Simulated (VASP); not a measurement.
A run of VASP 6.6.1 is set up as follows.

INCAR

```
SYSTEM = WS2
ALGO = Fast
EDIFF = 1E-8
ENCUT = 600
GGA = CA
ISIF = 2
ISMEAR = 0
KPAR = 2
LASPH = .True.
LCHARG = .False.
LEPSILON = .True.
LREAL = .False.
LWAVE = .False.
NELM = 80
PREC = Accurate
SIGMA = 0.03
```

KPOINTS

```
k-points
0
Gamma
  15 15 3
  0 0 0
```

POSCAR

```
WS2                                     
1.0
    3.1297978627      0.0000000000      0.0000000000
   -1.5648989313      2.7104844578      0.0000000000
    0.0000000000      0.0000000000     12.1580689275
  W               S             
     2     4
Direct
     0.3333333332999970    0.6666666667000030    0.2500000000000000
     0.6666666667000030    0.3333333332999970    0.7500000000000000
     0.3333333332999970    0.6666666667000030    0.6214275418863835
     0.6666666667000030    0.3333333332999970    0.1214275418863835
     0.3333333332999970    0.6666666667000030    0.8785724581136165
     0.6666666667000030    0.3333333332999970    0.3785724581136165
```

Potentials or basis: VASP PAW LDA potentials, release 64 (W_sv, S).

Launch:

```bash
$ cat potpaw_LDA.64/W_sv/POTCAR potpaw_LDA.64/S/POTCAR > POTCAR
$ mpirun -np 2 vasp_std > vasp.out
```

Question: Predict the electronic dielectric tensor (diagonal).

Answer: 14.05, 14.05, 6.78.

Question: Predict the Born charges (mean of the diagonal).

Answer: W -0.65; S +0.33 e.

Question: Estimate the band gap on the k mesh.

Answer: 0.89 eV, indirect (least direct gap 1.88 eV).

Born effective charge tensors (e):
atom 1, W
```
-0.69  0.00  0.00
 0.00 -0.69  0.00
 0.00  0.00 -0.58
```
atom 2, W
```
-0.69  0.00  0.00
 0.00 -0.69  0.00
 0.00  0.00 -0.58
```
atom 3, S
```
0.34 0.00 0.00
0.00 0.34 0.00
0.00 0.00 0.29
```
atom 4, S
```
0.34 0.00 0.00
0.00 0.34 0.00
0.00 0.00 0.29
```
atom 5, S
```
0.34 0.00 0.00
0.00 0.34 0.00
0.00 0.00 0.29
```
atom 6, S
```
0.34 0.00 0.00
0.00 0.34 0.00
0.00 0.00 0.29
```

Caveat: spin-orbit coupling is left out, which moves the levels of the heavy elements; an odd mesh through Γ misses points on the zone boundary, where band edges often lie. LDA gaps usually lie below the measured ones, often by a third to a half.
